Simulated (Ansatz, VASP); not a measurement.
# Cross-check of SiF2 between VASP and Ansatz

Aim: how closely do two programs agree when they are given the same cell, functional and k mesh? The cell is invented: As first built, before any earlier steps moved the atoms (in the runner's words): Si for Sn, F for I in the SnI2 structure of space group P4_2/mnm. It may not be a known or stable phase. The cell is taken from a series of runs on this material, whose earlier steps may have relaxed, scaled, displaced or heated it; both programs get it as it stands.

Program: Ansatz 0.2.0. Level of theory: plane waves, with VASP 6.6.1 beside it; single point at PBE. Results are calculated unless marked as measured.

### 1. Set-up

It takes space group P4_2/mnm (No. 136, tetragonal). The conventional cell has a = 5.856 Å, b = 5.856 Å, c = 2.506 Å, α = 90.00°, β = 90.00°, γ = 90.00°. Si has 2 F at 1.70 Å and 2 Si at 2.51 Å nearest. Nearest to F lie 1 Si at 1.70 Å. It derives from SnI2. As first built, before any earlier steps moved the atoms (in the runner's words): Si for Sn, F for I in the SnI2 structure of space group P4_2/mnm. Farther neighbours and most contacts between anions are not listed.

Coordinates:

```cif
data_structure
_symmetry_space_group_name_H-M 'P 1'
_symmetry_Int_Tables_number 1
_cell_length_a 5.8558
_cell_length_b 5.8558
_cell_length_c 2.5061
_cell_angle_alpha 90.000
_cell_angle_beta 90.000
_cell_angle_gamma 90.000
_cell_volume 85.94
loop_
_atom_site_label
_atom_site_type_symbol
_atom_site_fract_x
_atom_site_fract_y
_atom_site_fract_z
_atom_site_occupancy
Si1 Si 0.00000 0.00000 0.00000 1
Si2 Si 0.50000 0.50000 0.50000 1
F3 F 0.20482 0.20482 0.00000 1
F4 F 0.79518 0.79518 0.00000 1
F5 F 0.70482 0.29518 0.50000 1
F6 F 0.29518 0.70482 0.50000 1
```

### 2. VASP: single point, PBE, pair 1

With cell and atoms fixed, the geometry can't cause a difference; cores, projectors, grids and the points listed under the comparison can.

Lines of VASP's logs that name or quote its potential files are left out, and so is its time.

INCAR

```
SYSTEM = SiF2
PREC = Accurate
ENCUT = 520
EDIFF = 1E-06
NELM = 120
ISMEAR = 0
SIGMA = 0.01
LREAL = .FALSE.
ALGO = Normal
GGA = PE
NBANDS = 24
LORBIT = 11
LWAVE = .FALSE.
LCHARG = .FALSE.
ISIF = 2
LASPH = .TRUE.
GGA_COMPAT = .FALSE.
EFERMI = MIDGAP
KPAR = 2
```

POSCAR

```
SiF2
1.0
    5.8557778610      0.0000000000      0.0000000000
    0.0000000000      5.8557778610      0.0000000000
    0.0000000000      0.0000000000      2.5061495950
Si F
2 4
Direct
    0.0000000000      0.0000000000      0.0000000000
    0.5000000000      0.5000000000      0.5000000000
    0.2048233202      0.2048233202      0.0000000000
    0.7951766798      0.7951766798      0.0000000000
    0.7048233202      0.2951766798      0.5000000000
    0.2951766798      0.7048233202      0.5000000000
```

KPOINTS

```
Automatic mesh
0
Gamma
4 4 10
0 0 0
```

Potentials, in the order of the species: Si and F (PBE family, release 64).

On the command line:

```bash
mpirun -np 2 vasp_std
```

Numbers of over 12 decimals in the logs are rounded to 6 here.

The log of the run:

```text
[banner, memory and clock lines left out]
running    2 mpi-ranks, on    1 nodes
 distrk:  each k-point on    1 cores,    2 groups
 distr:  one band on    1 cores,    1 groups

 POSCAR found type information on POSCAR SiF
 POSCAR found :  2 types and       6 ions
 LDA part: xc-table for (Slater+PW92), standard interpolation
 POSCAR, INCAR and KPOINTS ok, starting setup
 FFT: planning ... GRIDC
 FFT: planning ... GRID_SOFT
 FFT: planning ... GRID
 WAVECAR not read
 entering main loop
       N       E                     dE             d eps       ncg     rms          rms(c)
DAV:   1     0.216530442557E+03    0.21653E+03   -0.19640E+04  1736   0.137E+03
DAV:   2    -0.193953158363E+02   -0.23593E+03   -0.23010E+03  2120   0.310E+02
DAV:   3    -0.320506460560E+02   -0.12655E+02   -0.12618E+02  2120   0.768E+01
DAV:   4    -0.321562436160E+02   -0.10560E+00   -0.10558E+00  2016   0.776E+00
DAV:   5    -0.321573306095E+02   -0.10870E-02   -0.10869E-02  2152   0.768E-01    0.116E+01
DAV:   6    -0.296646682806E+02    0.24927E+01   -0.10389E+01  1960   0.240E+01    0.578E+00
DAV:   7    -0.296031189866E+02    0.61549E-01   -0.35909E-01  1840   0.421E+00    0.241E+00
DAV:   8    -0.295799881628E+02    0.23131E-01   -0.50818E-02  2160   0.170E+00    0.725E-01
DAV:   9    -0.295809809906E+02   -0.99283E-03   -0.10884E-02  1984   0.717E-01    0.146E-01
DAV:  10    -0.295815137111E+02   -0.53272E-03   -0.52549E-04  1960   0.159E-01    0.269E-02
DAV:  11    -0.295815312573E+02   -0.17546E-04   -0.30276E-05  2104   0.468E-02    0.749E-03
DAV:  12    -0.295815315962E+02   -0.33883E-06   -0.47316E-06  1872   0.159E-02
   1 F= -.29581532E+02 E0= -.29581532E+02  d E =0.000000E+00
```

OUTCAR, selected parts (step 2):

```text
ion  position               nearest neighbor table
   1  0.000  0.000  0.000-   3 1.70   4 1.70
   2  0.500  0.500  0.500-   5 1.70   6 1.70
   3  0.205  0.205  0.000-   1 1.70
   4  0.795  0.795  0.000-   1 1.70
   5  0.705  0.295  0.500-   2 1.70
   6  0.295  0.705  0.500-   2 1.70

  LATTYP: Found a simple tetragonal cell.
 ALAT       =     5.8557778610
 C/A-ratio  =     0.4279789388

 Subroutine GETGRP returns: Found 16 space group operations
 (whereof  8 operations were pure point group operations)

The static configuration has the point symmetry D_2h.
 The point group associated with its full space group is D_4h.

 Found     36 irreducible k-points:

   k-points           NKPTS =     36   k-points in BZ     NKDIM =     36   number of bands    NBANDS=     24

   dimension x,y,z NGX =    48 NGY =   48 NGZ =   20
   dimension x,y,z NGXF=    96 NGYF=   96 NGZF=   40

   ENCUT  =  520.0 eV  38.22 Ry    6.18 a.u.  10.89 10.89  4.66*2*pi/ulx,y,z

   NELECT =      36.0000    total number of electrons

 k-points in reciprocal lattice and weights: Automatic mesh
   0.00000000  0.00000000  0.00000000       0.006
   0.25000000  0.00000000  0.00000000       0.025
   0.50000000  0.00000000  0.00000000       0.013
   0.25000000  0.25000000  0.00000000       0.025
   0.50000000  0.25000000  0.00000000       0.025
   0.50000000  0.50000000  0.00000000       0.006
   0.00000000  0.00000000  0.10000000       0.013
   0.25000000  0.00000000  0.10000000       0.050
   0.50000000  0.00000000  0.10000000       0.025
[...]
0.50000000  0.25000000  0.50000000       0.025
   0.50000000  0.50000000  0.50000000       0.006

 average (electrostatic) potential at core
       1 -87.8915       2 -87.8915       3 -77.8472       4 -77.8472       5 -77.8472
       6 -77.8472

 E-fermi :   2.9674

 k-point     1 :       0.0000    0.0000    0.0000
  band No.  band energies     occupation
    ...
     14      -1.3254      2.00000
     15      -1.1855      2.00000
     16      -1.1855      2.00000
     17      -1.1173      2.00000
     18       1.3830      2.00000
     19       4.1104      0.00000
     20       4.1104      0.00000
     21       8.9650      0.00000
     22      10.5237      0.00000
     23      10.5237      0.00000
    ...

 k-point     2 :       0.2500    0.0000    0.0000
  band No.  band energies     occupation
    ...
     14      -1.3064      2.00000
     15      -1.2081      2.00000
     16      -1.1744      2.00000
     17      -1.1254      2.00000
     18       0.7953      2.00000
     19       4.3519      0.00000
     20       4.4435      0.00000
     21       8.6732      0.00000
     22       9.5361      0.00000
     23      11.1838      0.00000
    ...

 k-point     3 :       0.5000    0.0000    0.0000
  band No.  band energies     occupation
    ...
     14      -1.2588      2.00000
     15      -1.1487      2.00000
     16      -1.1487      2.00000
     17      -0.3150      2.00000
     18      -0.3150      2.00000
     19       4.6755      0.00000
     20       4.6755      0.00000
     21       8.6766      0.00000
     22       8.6766      0.00000
     23      11.7220      0.00000
    ...

  Total        0.2974948      0.2974948     -0.1428535      0.0000000      0.0000000      0.0000000
  in kB        5.5464334      5.5464334     -2.6633327      0.0000000      0.0000000      0.0000000
  external PRESSURE =       2.8098447 kB  Pullay stress =       0.0000000 kB

  energy-cutoff  :      520.00
  volume of cell :       85.94
      direct lattice vectors                 reciprocal lattice vectors
     5.855777861  0.000000000  0.000000000     0.170771505  0.000000000  0.000000000
     0.000000000  5.855777861  0.000000000     0.000000000  0.170771505  0.000000000
     0.000000000  0.000000000  2.506149595     0.000000000  0.000000000  0.399018479

 POSITION                                       TOTAL-FORCE (eV/Angst)
 -----------------------------------------------------------------------------------
      0.00000      0.00000      0.00000         0.000000      0.000000     -0.000000
      2.92789      2.92789      1.25307         0.000000      0.000000     -0.000000
      1.19940      1.19940      0.00000         0.111001      0.111001     -0.000000
      4.65638      4.65638      0.00000        -0.111001     -0.111001      0.000000
      4.12729      1.72849      1.25307         0.111001     -0.111001      0.000000
      1.72849      4.12729      1.25307        -0.111001      0.111001     -0.000000
 -----------------------------------------------------------------------------------
    total drift:                                0.000000     -0.000000      0.000000

  FREE ENERGIE OF THE ION-ELECTRON SYSTEM (eV)
  ---------------------------------------------------
  free  energy   TOTEN  =       -29.5815315962 eV

  energy  without entropy=      -29.5815315962  energy(sigma->0) =      -29.58153160

 total charge
# of ion       s       p       d       tot
------------------------------------------
    1        0.770   0.680   0.000   1.450
    2        0.770   0.680   0.000   1.450
    3        1.751   4.364   0.000   6.115
    4        1.751   4.364   0.000   6.115
    5        1.751   4.364   0.000   6.115
    6        1.751   4.364   0.000   6.115
--------------------------------------------------
tot          8.542  18.818   0.000  27.359

[... 3 further parts left out ...]
```

The run ends at a pressure of 0.28 GPa, with forces up to 0.16 eV/Å.

### 3. Ansatz: single point, PBE, pair 1

Ansatz runs on its default PAW (the set named soft_2) files.

The same cell, functional and mesh now go to Ansatz, which takes its cutoff from its data sets.

input.yaml

```yaml
crystal:
  lattice:
    - [5.855777861, 0.0, 0.0]
    - [0.0, 5.855777861, 0.0]
    - [0.0, 0.0, 2.506149595]
  atoms:
    - { symbol: Si, position: [0.0, 0.0, 0.0] }
    - { symbol: Si, position: [0.5, 0.5, 0.5] }
    - { symbol: F, position: [0.2048233202, 0.2048233202, 0.0] }
    - { symbol: F, position: [0.7951766798, 0.7951766798, 0.0] }
    - { symbol: F, position: [0.7048233202, 0.2951766798, 0.5] }
    - { symbol: F, position: [0.2951766798, 0.7048233202, 0.5] }
kpoints:
  mp_grid: { grid: [4, 4, 10] }
scf:
  occupations: { method: fixed }
hamiltonian:
  xc: pbe
output:
  eigenvalues: true
  transmission:
    leads: [[0, 0]]
    kpoints: [[0.0, 0.0], [0.5, 0.0]]
    e_range: [-1.0, 3.27]
    de: 0.07
```

On the command line:

```bash
ansatz run input.yaml --threads 2 --pin off --max-ram 4096MiB --backend cpu --events-out ev --progress --plain --runs-dir out
```

The log of the run:

```text
Engine: ansatz 0.2.0, aarch64-unknown-linux-gnu
Pseudopotentials: kind: paw
Pseudopotential: Si, paw, valence charge 4, recommended cutoff 420 eV (normal), Si.paw.azcp
Pseudopotential: F, paw, valence charge 7, recommended cutoff 420 eV (normal), F.paw.azcp
Functional definition: PBE
  parameter kappa = 0.804
  parameter beta = 0.066725
  exchange = pbe_x(kappa = kappa, mu = beta*pi^2/3)
  correlation = pbe_c(beta = beta)
Crystal: 6 atoms, lattice volume = 85.936 Å³
Basis set: ecut = 420 eV, 1685 PW (Γ)
Bands: 24, of which v1, the nominal top of the filled ones, is band 18 counted from 1 (17 counted from 0)
Symmetry: 16 space group operations
Space group: P42/mnm (ITA 136), of the structure as read, at distance tolerance 4.4e-5 Å
k-points: 36 of 160
Non-local potential: Si, projectors of the file, l = 0: 2, l = 1: 2, l = 2: 2
Non-local potential: F, projectors of the file, l = 0: 2, l = 1: 2, l = 2: 1
PAW form: soft (Blöchl's): semilocal exchange-correlation on the pseudo side does not see the compensation charge
PAW one-centre angular grid: Si, 110 points (default); XC on 64 Gauss nodes
PAW one-centre angular grid: F, 110 points (default); XC on 64 Gauss nodes
Initial density: superposition of atomic densities (neutral atoms: chi_scale 0, normalization atom), corrected by the library's trained network
Initial wavefunctions: pseudopotential atomic-orbital guess
Functional: x = pbe(κ = 0.804, μ = 0.219515), c = pbe(β = 0.066725)
SCF iter   1: F=—  HF=-4505.513658 eV  |F-HF|=—  |Δ(HF+E_count)|=         —  Δρ=9.94e-3  dr2=4.15e-2  ethr=1.77e-3  ⟨swp⟩=4.4  Hψ=3898  notcnv=0  defer=142
preconditioner: auto → none  [insulator: Δε(μ)=2.347 eV  Ē_g=15.188 eV  n_scr=12 (ndim 8)  ℏωp=24.0 eV  f_vac=0.144  ε∞_Penn≈3.5]
SCF iter   2: F=—  HF=-4505.507828 eV  |F-HF|=—  |Δ(HF+E_count)|=   5.83e-3  Δρ=4.69e-3  dr2=8.29e-3  ethr=1.15e-4  ⟨swp⟩=2.6  Hψ=1760  notcnv=0  defer=144
SCF iter   3: F=—  HF=-4505.507304 eV  |F-HF|=—  |Δ(HF+E_count)|=   5.24e-4  Δρ=2.24e-3  dr2=2.48e-3  ethr=2.30e-5  ⟨swp⟩=2.2  Hψ=1371  notcnv=0  defer=144
SCF iter   4: F=—  HF=-4505.506955 eV  |F-HF|=—  |Δ(HF+E_count)|=   3.49e-4  Δρ=2.72e-4  dr2=2.43e-5  ethr=6.88e-6  ⟨swp⟩=2.0  Hψ=1358  notcnv=0  defer=144
SCF iter   5: F=—  HF=-4505.506979 eV  |F-HF|=—  |Δ(HF+E_count)|=   2.38e-5  Δρ=3.51e-5  dr2=7.21e-7  ethr=6.76e-8  ⟨swp⟩=2.0  Hψ=1298  notcnv=0  defer=104
SCF iter   6: F=-4505.506979 eV  HF=-4505.506979 eV  |F-HF|=2.66e-9  |Δ(HF+E_count)|=   2.10e-7  Δρ=5.51e-6  dr2=1.65e-8  ethr=2.78e-10  ⟨swp⟩=10.0  Hψ=3985  notcnv=0
SCF 1 converged in 6 iterations: F = -4505.506979 eV  dr2 = 1.65e-8
  greatest PAW one-centre occupation: 0.934 electrons in one spin orbital (limit 2), on the F atom at site 5 (counted from 0), in its partial waves of l = 0
transmission: 4 of 8 steps passed
transmission: 8 of 8 steps passed
SCF converged after 6 iterations
Free energy (F): -4505.506979 eV
Harris-Foulkes:  -4505.506979 eV  (|F-HF|=2.66e-9)
Internal energy: -4505.506979 eV  (E = F + TS)
E sigma→0 (E₀):  -4505.506979 eV
Fermi energy:    3.189120 eV
--- Per-component energies (eV) ---
  E_band       = -211.324142
  E_kinetic    = 908.616771
  E_local      = -2795.413325  (includes V_loc(G=0)·N_el)
  E_nonlocal   = 341.292362
  E_hartree    = 1051.516955
  E_xc         = -428.151347
  E_vxc        = -500.763347  (∫ρ·V_xc dr)
  E_paw        = -1826.314278  (= ΣΔE_a)
  E_vpaw       = -268.099581  (= ΣTr[D̂ρ^β])
  E_aug_tail   = 0.008214  (compensation charges beyond the density's cutoff)
  E_ewald      = -1757.062331
  E_smearing   = -0.000000  (= −TS)
  E_closure    = -0.000000  (closes the sum)
  Σ components = -4505.506979   (vs F -4505.506979, Δ=0.00e0)
--- Band table (eV; the first three rows and the last of 36) ---
  k-point 0: bands = [... 14 lower, 0.1664, 0.1664, 0.2342, 2.7475, 5.4778, 5.4778, 10.3178, 11.9101, ... 2 higher]
  k-point 1: bands = [... 14 lower, -0.1374, -0.1374, 0.4919, 2.8174, 5.6791, 5.6791, 10.3384, 12.0677, ... 2 higher]
  k-point 2: bands = [... 14 lower, -0.8501, -0.8501, 0.9902, 2.9528, 6.2210, 6.2210, 9.4585, 11.0046, ... 2 higher]
  k-point 35: bands = [... 14 lower, -0.9587, -0.9587, 2.6506, 2.6506, 6.1840, 6.1840, 8.4399, 8.4399, ... 2 higher]
--- Transmission ---
  basis      : 293 plane waves across, 4 finite elements along
  points     : 2, as listed
  energies   : 62 from -1.000000 to 3.270000 eV about the Fermi level, 0.070000 eV apart; the leads are filled to 1.144345 eV, and channels, transmission and decay are at 1.170000 eV
  crystal 0  : Si2F4, at the sites [0, 0], period 2.5061 Å: whole cells are its period
    offset         : up to 0.0000 Å between an atom of the period and one for which it stands
    channels       : 0.000000e0 a spin
    conductance    : none, the energies end too early or step too widely for 300 K: set another output.transmission.e_range or a lower de, or, where they end at an eighth of basis.ecutwfc, a higher one
    slowest decay  : 0.2805 /Å at (0.0000, 0.0000)
```

[end of part 1 of 2]

[Lines on the potential files, build, host, timing and source positions are cut from VASP's logs without a mark.]

[Logs are printed without paths, hosts, clocks, repeated set-up lines and the standing remarks that a program may print on its own settings, such as how far it seeks lower states.]

[Hosts, paths, dates, database ids (printed as entryN), source tags and the programs' standing remarks are cut or masked in the printed files.]
